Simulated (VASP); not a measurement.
Consider the following.

```yaml
crystal:
  lattice:
    - [1.78291, -3.08810, 0.00000]
    - [1.78291, 3.08810, 0.00000]
    - [0.00000, 0.00000, 4.82326]
  atoms:
    - { symbol: Pt, position: [0.00000, 0.00000, 0.00000] }
    - { symbol: S, position: [0.33333, 0.66667, 0.24838] }
    - { symbol: S, position: [0.66667, 0.33333, 0.75162] }
```

Level of theory: PBEsol GGA, VASP's PBE PAW potentials (set 64) (plane waves; VASP). Settings: 480 eV cut-off, 8×8×4 Γ-centred mesh, Gaussian smearing of 0.050 eV, potentials Pt S.

Without a dispersion term in the relaxation, distances and binding between the weakly bound layers, chains or molecules are unreliable, and so is what depends on them.

Q: Estimate the energy per atom (σ→0).

A: 
| Property | Result |
|---|---|
| energy per atom (σ→0) | -5.666 eV/atom |

The compound is PtS2 in the 1T layered structure. It was relaxed first.
